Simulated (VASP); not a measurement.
```
CELL_PARAMETERS angstrom
      1.54576    -2.67733     0.00000
      1.54576     2.67733     0.00000
      0.00000     0.00000     3.40366
ATOMIC_POSITIONS crystal
  Hf 0.00000 0.00000 0.00000
  B  0.33333 0.66667 0.50000
  B  0.66667 0.33333 0.50000
```

These are PBEsol GGA, VASP's PBE PAW potentials (set 64) (plane waves; VASP) values and carry that method's errors. Run with 620 eV cut-off, 11×11×9 Γ-centred mesh, first-order Methfessel-Paxton smearing of 0.10 eV, potentials Hf_pv B.

Energy and stress use the plane-wave basis of the starting cell.

### Question
The ions, cell shape and volume at an external pressure of 20.0 GPa are relaxed. Predict the relaxed structure.

### Answer

```
CELL_PARAMETERS angstrom
      1.53081    -2.65144     0.00000
      1.53081     2.65144     0.00000
      0.00000     0.00000     3.36484
ATOMIC_POSITIONS crystal
  Hf 0.00000 0.00000 0.00000
  B  0.33333 0.66667 0.50000
  B  0.66667 0.33333 0.50000
```
Space group P6/mmm (191), at a tolerance of 0.03 Å.

### Question
How do energy and volume change from the first to the last step?

### Answer
The energy (σ→0) changes by +26.6 meV/atom and the volume by -3.0 %, in 5 ionic steps.

```
step  E(σ→0) (eV)  max force (eV/Å)  pressure (GPa)  volume (Å³)
----  -----------  ----------------  --------------  -----------
1        -27.8409             0.000           10.08        28.17
2        -27.4903             0.000           40.65        25.87
3        -27.7633             0.000           19.83        27.33
4        -27.7613             0.000           20.03        27.32
5        -27.7610             0.000           20.04        27.31
```

The compound is HfB2 in the AlB2 type structure. This run relaxes it under an external pressure of 20 GPa. Symmetry was kept, so distortions that lower it aren't found.
